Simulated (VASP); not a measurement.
AlGa3N2:

```
CELL_PARAMETERS angstrom
3.47036 0.00000 0.00000
0.00000 4.17057 0.00000
0.00000 0.00000 6.47383
ATOMIC_POSITIONS crystal
Al 0.50000 0.00000 0.50000
Ga 0.50000 0.00000 0.20510
Ga 0.50000 0.00000 0.79490
Ga 0.00000 0.50000 0.50000
N 0.00000 0.00000 0.50000
N 0.00000 0.00000 0.00000
```

The cell was built by a generator and needn't be a form met in nature.

```yaml
Program: VASP 6.6.1
Task: relaxation of cell and atoms
Functional: PBE
Potentials_or_basis: VASP PAW PBE potentials, release 64 (Al, Ga_d, N)
Cutoff: 520 eV
k_mesh: 4 × 4 × 2
Occupations: gaussian, width 0.15 eV
Spin: no spin polarisation
```

At the start: pressure 30.0 GPa; volume 15.62 Å³/atom.

**Question.** Where does the relaxation end?

**Answer.** Over 19 steps the energy falls by 957.6 meV/atom and the volume is 20.42 Å³/atom (+30.8 %); space group Pmmm (No. 47, to 0.05 Å).

Step by step:
```tsv
step	energy change (eV)	largest force (eV/Å)	pressure (GPa)	volume (Å³)
1	0.0000	11.6258	30.00	93.70
2	5.9555	8.7564	1.79	136.04
3	-3.7438	5.2336	0.73	127.51
4	-4.9077	4.0278	1.23	122.59
5	-5.2921	2.2412	3.65	114.15
6	-5.6482	0.2999	-2.06	122.26
7	-5.6564	0.0330	-1.48	121.30
8	-5.7153	0.2912	0.75	119.91
9	-5.7166	0.2136	0.31	120.09
10	-5.7351	0.0127	0.72	120.56
11	-5.7394	0.2048	0.89	120.94
12	-5.7445	0.0258	-0.22	123.21
13	-5.7447	0.1176	0.28	122.76
14	-5.7446	0.0374	-0.42	123.08
15	-5.7447	0.0990	0.19	122.92
16	-5.7447	0.0576	-0.28	122.99
17	-5.7453	0.0090	0.52	122.36
18	-5.7458	0.0994	-0.17	122.64
19	-5.7458	0.0182	0.39	122.54
```

Final structure:
```xyz
6
Lattice="3.4414 0.0000 0.0000 0.0000 4.4760 0.0000 0.0000 0.0000 7.9554" Properties=species:S:1:pos:R:3 pbc="T T T"
Al    1.7207    0.0000    3.9777
Ga    1.7207    0.0000    1.2870
Ga    1.7207    0.0000    6.6684
Ga    3.4414    2.2380    3.9777
N     0.0000    0.0000    3.9777
N     0.0000    0.0000    0.0000
```

Caveat: the k mesh is coarse (spacing up to 0.49 Å⁻¹), so the values aren't converged; the volume moved by over 15 % at a fixed basis, so the end points are rough.
